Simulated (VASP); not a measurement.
OSZICAR of a VASP run on InAs (zinc blende):

OSZICAR:
```
       N       E                     dE             d eps       ncg     rms          rms(c)
DAV:   1     0.110558160633E+03    0.11056E+03   -0.82565E+03  1227   0.143E+03
DAV:   2     0.204674595122E+00   -0.11035E+03   -0.10747E+03  1287   0.318E+02
DAV:   3    -0.775985176991E+01   -0.79645E+01   -0.79134E+01  1612   0.895E+01
DAV:   4    -0.796545447473E+01   -0.20560E+00   -0.20544E+00  1390   0.165E+01
DAV:   5    -0.797391712609E+01   -0.84627E-02   -0.84621E-02  1814   0.288E+00    0.405E+00
DAV:   6    -0.773587698510E+01    0.23804E+00   -0.44435E-01  1820   0.118E+01    0.228E+00
DAV:   7    -0.771695314792E+01    0.18924E-01   -0.12597E-01  1685   0.326E+00    0.692E-01
DAV:   8    -0.771813354051E+01   -0.11804E-02   -0.12046E-02  1457   0.156E+00    0.173E-01
DAV:   9    -0.771881691322E+01   -0.68337E-03   -0.12575E-03  1487   0.442E-01    0.108E-01
DAV:  10    -0.771893022665E+01   -0.11331E-03   -0.16258E-04  1676   0.160E-01    0.694E-02
DAV:  11    -0.771897470489E+01   -0.44478E-04   -0.15575E-04  1292   0.131E-01    0.558E-02
DAV:  12    -0.771897693740E+01   -0.22325E-05   -0.10951E-05  1317   0.269E-02    0.153E-02
DAV:  13    -0.771897722520E+01   -0.28781E-06   -0.19811E-06  1400   0.910E-03
   1 F= -.58722868E+01 E0= -.58723666E+01  d E =-.587229E+01
       N       E                     dE             d eps       ncg     rms          rms(c)
DAV:   1    -0.106939485875E+02   -0.29750E+01   -0.67446E+01  1537   0.154E+02    0.131E+01
DAV:   2    -0.786633444930E+01    0.28276E+01   -0.74386E+00  1472   0.865E+01    0.355E+00
DAV:   3    -0.754372483257E+01    0.32261E+00   -0.88915E-01  1592   0.207E+01    0.260E+00
DAV:   4    -0.753232860986E+01    0.11396E-01   -0.56177E-02  1320   0.210E+00    0.159E+00
DAV:   5    -0.752998254470E+01    0.23461E-02   -0.77209E-03  1578   0.155E+00    0.476E-01
DAV:   6    -0.753022826345E+01   -0.24572E-03   -0.19224E-03  1893   0.585E-01    0.111E-01
DAV:   7    -0.753023563917E+01   -0.73757E-05   -0.13187E-04  1342   0.888E-02    0.217E-02
DAV:   8    -0.753023657316E+01   -0.93399E-06   -0.27804E-06  1525   0.179E-02
   2 F= -.59166366E+01 E0= -.59166544E+01  d E =-.443499E-01
       N       E                     dE             d eps       ncg     rms          rms(c)
DAV:   1    -0.807586547256E+01   -0.54563E+00   -0.11459E+01  1557   0.799E+01    0.403E+00
DAV:   2    -0.771997305960E+01    0.35589E+00   -0.71409E-01  1502   0.206E+01    0.158E+00
DAV:   3    -0.765214424763E+01    0.67829E-01   -0.22385E-01  1607   0.109E+01    0.806E-01
DAV:   4    -0.765196134968E+01    0.18290E-03   -0.97846E-03  1247   0.111E+00    0.595E-01
DAV:   5    -0.765069055383E+01    0.12708E-02   -0.98245E-04  1527   0.327E-01    0.294E-01
DAV:   6    -0.765049740888E+01    0.19314E-03   -0.45217E-04  1749   0.237E-01    0.393E-02
DAV:   7    -0.765049649694E+01    0.91194E-06   -0.44497E-05  1462   0.135E-01    0.150E-02
DAV:   8    -0.765049739074E+01   -0.89381E-06   -0.11757E-05  1507   0.726E-02    0.162E-03
DAV:   9    -0.765049730021E+01    0.90529E-07   -0.40721E-07   751   0.943E-03
   3 F= -.59504713E+01 E0= -.59505630E+01  d E =-.781845E-01
```

Question: Which electronic solver shows in the log?

Answer: It is blocked Davidson (ALGO = Normal, or the opening steps of other solvers). The INCAR had ALGO = Normal.

Question: Can the final energy be trusted as converged?

Answer: Self-consistency was reached. It stopped with EDIFF = 1E-6, NELM = 100, NSW = 40 and EDIFFG = -0.02 after 3 ionic steps (PBE GGA, plane waves, VASP's PBE PAW potentials (set 64)). Energy and stress use the plane-wave basis of the starting cell.

The compound is InAs in the zinc blende structure. This run relaxes it under an external pressure of 5 GPa. Symmetry was kept, so distortions that lower it aren't found.
